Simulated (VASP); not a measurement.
Consider the following.

```xyz
8
Lattice="4.7467 0.0000 0.0000 0.0000 4.7467 0.0000 0.0000 0.0000 4.7467" Properties=species:S:1:pos:R:3 pbc="T T T"
Si     0.7710     1.6024     3.1443
Si     1.6024     3.1443     0.7710
Si     3.1443     0.7710     1.6024
Si     3.9758     3.9758     3.9758
Ru     4.1325     2.9876     1.7591
Ru     2.9876     1.7591     4.1325
Ru     1.7591     4.1325     2.9876
Ru     0.6143     0.6143     0.6143
```

All values below come from PBEsol GGA, VASP's PBE PAW potentials (set 64) (plane waves; VASP). Run with 300 eV cut-off, 6×6×6 Γ-centred mesh, Fermi-Dirac smearing of 0.010 eV, potentials Si Ru_pv.

At this cut-off the stress carries a Pulay error, which pulls relaxed volumes low.

Problem. Estimate the energy per atom (σ→0), pressure, largest force.

Solution. 
```json
{
 "energy per atom (σ→0)": "-8.649 eV/atom",
 "pressure": "-8.51 GPa",
 "largest_force": "0.094 eV/Å"
}
```

The structure comes from a computed database's SiRu entry; how it stands against other phases isn't given here. The cell was not relaxed at this level.
